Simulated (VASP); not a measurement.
Wanted: the native input for a VASP 6.6.1 run.

```
Task                   : relaxation of cell and atoms
Functional             : PBE
Potentials or basis    : VASP PAW PBE potentials, release 64 (Mg, Sn_d, O)
Cutoff                 : 520 eV
k mesh                 : 5 × 5 × 5
Occupations            : gaussian, width 0.15 eV
Spin                   : no spin polarisation
Further INCAR settings : PREC = Normal; ALGO = Fast; EDIFF = 0.0001; IBRION = 2; EDIFFG = -0.08; NSW = 24; ISIF = 3
```

The structure of MgSnO2 lies in POSCAR:

```
MgSnO2
1.0
   -2.0133799700      2.0133799700      3.8882187000
    2.0133799700     -2.0133799700      3.8882187000
    2.0133799700      2.0133799700     -3.8882187000
Mg Sn O
1 1 2
Direct
    0.2500000000      0.7500000000      0.5000000000
    0.5000000000      0.5000000000      0.0000000000
    0.5078476800      0.0078476800      0.5000000000
    0.9921523200      0.4921523200      0.5000000000
```

The cell was built by a generator and needn't be a form met in nature.

The input as run:

INCAR

```
  ALGO = Fast
  EDIFF = 1E-4
  EDIFFG = -0.08
  ENCUT = 520
  GGA = PE
  IBRION = 2
  ISIF = 3
  ISMEAR = 0
  LASPH = T
  LCHARG = F
  LREAL = F
  LWAVE = F
  NELM = 60
  NSW = 24
  PREC = Normal
  SIGMA = 0.15
```

KPOINTS

```
k-points
0
Gamma
  5 5 5
```

Potentials or basis: VASP PAW PBE potentials, release 64 (Mg, Sn_d, O).

The run is started by

```console
$ cat potpaw_PBE.64/Mg/POTCAR potpaw_PBE.64/Sn_d/POTCAR potpaw_PBE.64/O/POTCAR > POTCAR
$ mpirun -np 1 vasp_std > vasp.out
```

Results of the run:

```
Relaxed volume                         : 21.28 Å³/atom
Relaxed cell                           : a = 5.813 Å, b = 5.813 Å, c = 5.813 Å, α = 138.57°, β = 138.57°, γ = 60.03°
Space group after relaxing (to 0.05 Å) : I-4m2 (No. 119)
Energy gained by relaxing              : 441.0 meV/atom
Ionic steps                            : 18
Pressure after relaxing                : -0.2 GPa
Largest force after relaxing           : 0.037 eV/Å
Band gap on the k mesh                 : none (metal or under the smearing width)
```

Caveat: the k mesh is coarse (spacing up to 0.44 Å⁻¹), so the values aren't converged; the volume moved by over 15 % at a fixed basis, so the end points are rough; the relaxation stopped at a loose force limit of 0.08 eV/Å, so its end isn't a converged minimum.

Wall time 91 s on 1 thread of Intel(R) Xeon(R) 6975P-C (Granite Rapids) (shared host), peak memory 0.17 GiB.
